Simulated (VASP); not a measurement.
Output of a VASP run:

**OSZICAR**
```
       N       E                     dE             d eps       ncg     rms          rms(c)
DAV:   1     0.148173429002E+02    0.14817E+02   -0.67069E+03  5768   0.109E+03
DAV:   2    -0.103422976131E+03   -0.11824E+03   -0.10794E+03  6768   0.413E+02
DAV:   3    -0.109207258324E+03   -0.57843E+01   -0.54961E+01  6744   0.773E+01
DAV:   4    -0.109320533906E+03   -0.11328E+00   -0.11272E+00  6416   0.108E+01
DAV:   5    -0.109322230647E+03   -0.16967E-02   -0.16963E-02  6744   0.103E+00    0.239E+01
DAV:   6    -0.106893036671E+03    0.24292E+01   -0.74359E-01  6000   0.823E+00    0.127E+01
DAV:   7    -0.105872254877E+03    0.10208E+01   -0.19752E+00  6688   0.129E+01    0.384E+00
DAV:   8    -0.106642358081E+03   -0.77010E+00   -0.55465E-01  6216   0.710E+00    0.125E+00
DAV:   9    -0.106641342757E+03    0.10153E-02   -0.10021E-02  6384   0.116E+00    0.269E-01
DAV:  10    -0.106641283747E+03    0.59010E-04   -0.61269E-04  6424   0.220E-01    0.752E-02
DAV:  11    -0.106641316267E+03   -0.32520E-04   -0.47302E-04  6080   0.221E-01    0.570E-02
DAV:  12    -0.106641461956E+03   -0.14569E-03   -0.29070E-05  5984   0.597E-02    0.111E-02
DAV:  13    -0.106641435333E+03    0.26623E-04   -0.29448E-05  6016   0.452E-02    0.602E-03
DAV:  14    -0.106641453616E+03   -0.18283E-04   -0.77031E-06  5896   0.231E-02    0.364E-03
DAV:  15    -0.106641451348E+03    0.22684E-05   -0.57449E-07  3160   0.912E-03    0.861E-04
DAV:  16    -0.106641452749E+03   -0.14007E-05   -0.79340E-08  2944   0.258E-03    0.513E-04
DAV:  17    -0.106641452381E+03    0.36739E-06   -0.48318E-08  2928   0.217E-03
   1 F= -.10664145E+03 E0= -.10664043E+03  d E =-.204872E-02  mag=     0.0000     0.0000    -0.0000
       N       E                     dE             ncg
```

OUTCAR:
```
------------------------ aborting loop because EDIFF is reached ----------------------------------------
  FORCE on cell =-STRESS in cart. coord.  units (eV):
  Direction    XX          YY          ZZ          XY          YZ          ZX
  --------------------------------------------------------------------------------------
  Total        0.0580686      0.0580686      0.0636450      0.0000000     -0.0000000      0.0000000
  in kB        3.3115759      3.3115749      3.6295897      0.0000000     -0.0000000      0.0000000
  external PRESSURE =       3.4175802 kB  Pullay stress =       0.0000000 kB
  volume of cell :       28.09
      direct lattice vectors                 reciprocal lattice vectors
     1.370656252 -2.374045912  0.000000000     0.364788764 -0.210610923  0.000000000
     1.370656252  2.374045912  0.000000000     0.364788764  0.210610923  0.000000000
     0.000000000  0.000000000  4.316877229     0.000000000  0.000000000  0.231648932
 POSITION                                       TOTAL-FORCE (eV/Angst)
 -----------------------------------------------------------------------------------
      1.37066      0.79135      1.07922        -0.000000     -0.000000     -0.000000
      1.37066     -0.79135      3.23766         0.000000      0.000000      0.000000
 -----------------------------------------------------------------------------------
    total drift:                                0.000000     -0.000000     -0.000000
  FREE ENERGIE OF THE ION-ELECTRON SYSTEM (eV)
  ---------------------------------------------------
  free  energy   TOTEN  =      -106.6414523814 eV

  energy  without entropy=     -106.6394036652  energy(sigma->0) =     -106.64042802

 Ion:    1  E_soc:     -0.6449285

 Ion:    2  E_soc:     -0.6449285
```
(Selected blocks of OUTCAR.)

POSCAR:
```
Os
1
    1.3706562523    -2.3740459120     0.0000000000
    1.3706562523     2.3740459120     0.0000000000
   -0.0000000000    -0.0000000000     4.3168772285
Os
2
Direct
  0.3333330000   0.6666670000   0.2500000000
  0.6666670000   0.3333330000   0.7500000000
```

Question: Reconstruct the remaining input files.

Answer: Several could match; the one computed here: the input of the run itself, r2SCAN meta-GGA with spin-orbit coupling, plane waves, VASP's PBE PAW potentials (set 64).

**KPOINTS_OPT**
```
k-points along high-symmetry lines
5
Line-mode
Reciprocal
  0.000000   0.000000   0.000000 ! GAMMA
  0.000000   0.500000   0.000000 ! M

  0.000000   0.500000   0.000000 ! M
 -0.333333   0.666667   0.000000 ! K

 -0.333333   0.666667   0.000000 ! K
  0.000000   0.000000   0.000000 ! GAMMA

  0.000000   0.000000   0.000000 ! GAMMA
  0.000000   0.000000   0.500000 ! A

  0.000000   0.000000   0.500000 ! A
  0.000000   0.500000   0.500000 ! L

  0.000000   0.500000   0.500000 ! L
 -0.333333   0.666667   0.500000 ! H

 -0.333333   0.666667   0.500000 ! H
  0.000000   0.000000   0.500000 ! A

  0.000000   0.500000   0.500000 ! L
  0.000000   0.500000   0.000000 ! M

 -0.333333   0.666667   0.500000 ! H
 -0.333333   0.666667   0.000000 ! K
```

**INCAR**
```
ALGO = Normal
EDIFF = 1E-6
ENCUT = 400
GGA_COMPAT = F
ISMEAR = 0
LASPH = T
LCHARG = F
LMAXMIX = 6
LMIXTAU = T
LREAL = F
LSORBIT = T
LWAVE = F
MAGMOM = 6*0
METAGGA = R2SCAN
NELM = 100
PREC = Accurate
SIGMA = 0.05
SYSTEM = Os
```

KPOINTS:
```
Automatic mesh
0
Gamma
14 14 8
0 0 0
```

POTCAR, in this order: Os (PBE.64 set). Program: vasp_ncl.

The compound is Os in the hcp structure. It was relaxed first.
